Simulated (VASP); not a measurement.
Data:

```yaml
crystal:
  lattice:
    - [0.00000, 2.68683, 2.68683]
    - [2.68683, 0.00000, 2.68683]
    - [2.68683, 2.68683, 0.00000]
  atoms:
    - { symbol: Ti, position: [0.00000, 0.00000, 0.00000] }
    - { symbol: S, position: [0.25000, 0.25000, 0.25000] }
```

Calculation: PBEsol GGA, VASP's PBE PAW potentials (set 64) (plane waves; VASP). Run with 400 eV cut-off, Gaussian smearing of 0.050 eV, potentials Ti_sv S.

Give the energies of bands 6 to 12 at the high-symmetry points, in eV from the Fermi level.

| band | Γ | X | U | L | W |
|---|---|---|---|---|---|
| 6 | -4.78 | -6.34 | -5.89 | -6.18 | -5.62 |
| 7 | -4.78 | -4.22 | -4.91 | -4.52 | -5.18 |
| 8 | -4.78 | -4.22 | -4.28 | -4.52 | -4.30 |
| 9 | 0.15 | -1.29 | -1.14 | 0.46 | -1.27 |
| 10 | 0.15 | 0.51 | 0.40 | 0.46 | -0.11 |
| 11 | 1.46 | 1.00 | 0.41 | 0.49 | 0.91 |
| 12 | 3.77 | 1.15 | 1.81 | 2.18 | 1.49 |

It has no gap at this level: it comes out as a metal or semimetal.

The structure was generated: TiS was put into the zinc blende type (F-43m), which need not be its known phase. It was relaxed first, which changed the volume by -32 %.
